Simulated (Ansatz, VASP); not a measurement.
This is a calculation of GeCN2 for Ansatz 0.2.0.

Contents of input.yaml:

```yaml
crystal:
  lattice:
    - [1.7817511454, 1.0286945034, 4.8889229472]
    - [-1.7817511454, 1.0286945034, 4.8889229472]
    - [0.0, -2.0573890068, 4.8889229472]
  atoms:
    - { symbol: Ge, position: [0.0, 0.0, 0.0] }
    - { symbol: "N", position: [0.5839044, 0.5839044, 0.5839044] }
    - { symbol: "N", position: [0.4160956, 0.4160956, 0.4160956] }
    - { symbol: C, position: [0.5, 0.5, 0.5] }
hamiltonian:
  xc: pbesol
  pseudopotentials: { kind: paw }
kpoints:
  mp_grid: { grid: [9, 9, 9] }
scf:
  occupations: { method: fermi_dirac, width: 0.05 }
output:
  forces: true
  stress: true
  eigenvalues: true
```

Potentials or basis: Ansatz PAW.

Command:

```console
$ ansatz run input.yaml --threads 1 --pin off --max-ram 3584MiB --backend cpu --events-out ev --progress --plain --runs-dir out
```

Question: Set up the same calculation for VASP 6.6.1. Potentials there: VASP PAW PBE potentials, release 64 (Ge_d, N, C).

Answer: As run (the cutoff follows the program's own potentials):

Contents of INCAR:

```
  ALGO = Normal
  EDIFF = 1E-7
  ENCUT = 520
  GGA = PS
  ISIF = 2
  ISMEAR = -1
  LASPH = True
  LCHARG = False
  LREAL = False
  LWAVE = False
  NBANDS = 22
  NELM = 60
  PREC = Accurate
  SIGMA = 0.05
```

File KPOINTS:

```
k-points
0
Gamma
  9 9 9
```

Contents of POSCAR:

```
GeCN2
1.0
    1.7817511454      1.0286945034      4.8889229472
   -1.7817511454      1.0286945034      4.8889229472
    0.0000000000     -2.0573890068      4.8889229472
Ge N C
1 2 1
Direct
    0.0000000000      0.0000000000      0.0000000000
    0.5839044000      0.5839044000      0.5839044000
    0.4160956000      0.4160956000      0.4160956000
    0.5000000000      0.5000000000      0.5000000000
```

Potentials or basis: VASP PAW PBE potentials, release 64 (Ge_d, N, C).

Launch:

```console
$ cat potpaw_PBE.64/Ge_d/POTCAR potpaw_PBE.64/N/POTCAR potpaw_PBE.64/C/POTCAR > POTCAR
$ mpirun -np 1 vasp_std > vasp.out
```

Both were run:

|  | VASP | Ansatz | Ansatz less VASP |
| --- | --- | --- | --- |
| gap on the k mesh at the Fermi level (eV) | 0.95 | 0.95 | +0.002 |
| least direct gap on the mesh (eV) | 1.74 | 1.76 | +0.017 |
| pressure (GPa) | -0.4 | -0.6 | -0.21 |
| largest component of the traceless stress (GPa) | 3.92 | 3.19 | -0.730 |
| rms of the force components (eV/Å) | 0.323 | 0.268 | -0.0551 |

Atom by atom the forces differ by 0.055 eV/Å (rms over components).

Caveats: the standard files for N, O and F lose accuracy on very short bonds (VASP); the PAW data sets were made with another functional, which shifts forces and pressure a little (VASP); an odd mesh through Γ misses points on the zone boundary, where band edges often lie (VASP); odd divisions of the mesh miss points on the zone boundary, where band edges often lie, so the gap on the mesh can be too wide (Ansatz); the pressure holds a Pulay correction of +0.5 GPa for the finite cutoff (Ansatz); the PAW data sets come from PBE, with cores solved anew for the run's functional, which leaves a small shift of forces and pressure (Ansatz).
